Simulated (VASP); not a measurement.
Here is the system:

```
CELL_PARAMETERS angstrom
      5.39006     0.00000     0.00000
      0.00000     3.56806     0.00000
      0.00000     0.00000     5.50308
ATOMIC_POSITIONS crystal
  Ti 0.75000 0.50000 0.31250
  Ti 0.25000 0.50000 0.68750
  Y  0.75000 0.00000 0.81250
  Y  0.25000 0.00000 0.18750
```

Computed with PBE GGA, VASP's PBE PAW potentials (set 64) (plane waves; VASP). Settings: 300 eV cut-off, 3×5×3 Γ-centred mesh, Fermi-Dirac smearing of 0.10 eV, potentials Ti_sv Y_sv.

At this cut-off the stress carries a Pulay error, which pulls relaxed volumes low. Energy and stress use the plane-wave basis of the starting cell.

Question: The ions, cell shape and volume are relaxed. Predict the relaxed structure.

Answer: 
```
CELL_PARAMETERS angstrom
      4.97141     0.00000     0.00000
      0.00000     3.27796     0.00000
      0.00000     0.00000     5.96575
ATOMIC_POSITIONS crystal
  Ti 0.75000 0.50000 0.37842
  Ti 0.25000 0.50000 0.62158
  Y  0.75000 0.00000 0.82147
  Y  0.25000 0.00000 0.17853
```
Space group Pmma (51), at a tolerance of 0.03 Å.

Question: How do energy and volume change from the first to the last step?

Answer: The energy (σ→0) changes by -123.3 meV/atom and the volume by -8.1 %, in 23 ionic steps.

| step | E(σ→0) (eV) | max force (eV/Å) | pressure (GPa) | volume (Å³) |
|---|---|---|---|---|
| 1 | -27.1836 | 0.536 | -4.72 | 105.84 |
| 2 | -27.4335 | 0.524 | 1.44 | 94.29 |
| 3 | -27.4334 | 0.526 | 1.13 | 94.76 |
| 4 | -27.4893 | 0.423 | 0.70 | 95.40 |
| 5 | -27.5214 | 0.328 | 0.28 | 96.27 |
| 6 | -27.5431 | 0.275 | -0.24 | 97.19 |
| 7 | -27.5647 | 0.171 | -1.26 | 99.15 |
| 8 | -27.5804 | 0.161 | -0.83 | 98.49 |
| 9 | -27.6089 | 0.129 | 0.50 | 96.52 |
| 10 | -27.6114 | 0.120 | 0.84 | 96.03 |
| 11 | -27.6318 | 0.068 | 0.76 | 96.09 |
| 12 | -27.6675 | 0.141 | 0.46 | 96.19 |
| 13 | -27.6715 | 0.104 | -0.02 | 96.94 |
| 14 | -27.6718 | 0.084 | -0.27 | 97.35 |
| 15 | -27.6734 | 0.041 | 0.00 | 97.01 |
| 16 | -27.6738 | 0.034 | 0.12 | 96.85 |
| 17 | -27.6742 | 0.035 | 0.04 | 96.99 |
| 18 | -27.6744 | 0.038 | -0.08 | 97.25 |
| 19 | -27.6750 | 0.022 | 0.04 | 97.12 |
| 20 | -27.6751 | 0.020 | 0.06 | 97.09 |
| 21 | -27.6756 | 0.016 | 0.02 | 97.19 |
| 22 | -27.6760 | 0.011 | -0.05 | 97.32 |
| 23 | -27.6766 | 0.006 | 0.00 | 97.22 |

The structure was generated: YTi was put into an ordered model structure, which need not be its known phase. This run relaxes it. Symmetry was kept, so distortions that lower it aren't found. The k-mesh is coarse (spacing up to 0.42 per Å, 2π included), so the numbers may not be converged in it. The run is one of a series of settings (EDIFFG = -0.01, IBRION = 2, ISIF = 3, NSW = 50 against the base run), some of them coarse on purpose.
